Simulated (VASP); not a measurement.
These are PBE GGA, VASP's PBE PAW potentials (set 64) (plane waves; VASP) values and carry that method's errors.

VASP input:

**INCAR**
```
! general
SYSTEM  = Ta3Cu
PREC    = Accurate
ENCUT   = 300
LREAL   = F   ! projection in real space or not
LASPH   = T   ! aspherical one-centre terms

! electronic loop
EDIFF   = 1E-6   ! SCF stop (eV)
NELM    = 100   ! most electronic steps
ALGO    = Normal   ! blocked Davidson
LMAXMIX = 6

! smearing
ISMEAR  = -1   ! Fermi-Dirac
SIGMA   = 0.1   ! width (eV)

! functional
GGA     = PE

! ions
ISIF    = 2   ! forces and stress, cell fixed

! output
LWAVE   = F
LCHARG  = F
```

KPOINTS_OPT:
```
k-points along high-symmetry lines
10
Line-mode
Reciprocal
  0.000000   0.000000   0.000000 ! GAMMA
  0.500000   0.000000   0.500000 ! X

  0.500000   0.000000   0.500000 ! X
  0.625000   0.250000   0.625000 ! U

  0.375000   0.375000   0.750000 ! K
  0.000000   0.000000   0.000000 ! GAMMA

  0.000000   0.000000   0.000000 ! GAMMA
  0.500000   0.500000   0.500000 ! L

  0.500000   0.500000   0.500000 ! L
  0.500000   0.250000   0.750000 ! W

  0.500000   0.250000   0.750000 ! W
  0.500000   0.000000   0.500000 ! X
```

**POSCAR**
```
Ta3Cu
1
    0.0000000000     3.4777930000     3.4777930000
    3.4777930000     0.0000000000     3.4777930000
    3.4777930000     3.4777930000     0.0000000000
Cu Ta
1 3
Direct
  0.0000000000   0.0000000000   0.0000000000
  0.5000000000   0.5000000000   0.5000000000
  0.2500000000   0.2500000000   0.2500000000
  0.7500000000   0.7500000000   0.7500000000
```

File KPOINTS:
```
Automatic mesh
0
Gamma
6 6 6
0 0 0
```

POTCAR, in this order: Cu Ta_pv (PBE.64 set). Program: vasp_std.

What will the output report for the number of irreducible k-points (NKPTS), largest plane-wave count, number of space-group operations, FFT grid (NGX, NGY, NGZ)?

```json
{
 "number of irreducible k-points (NKPTS)": "16",
 "largest_plane_wave_count": "1018",
 "number_of_space_group_operations": "48",
 "FFT grid (NGX, NGY, NGZ)": "28 × 28 × 28"
}
```

The structure was generated: Ta3Cu was put into an ordered model structure, which need not be its known phase. The cell was not relaxed at this level.
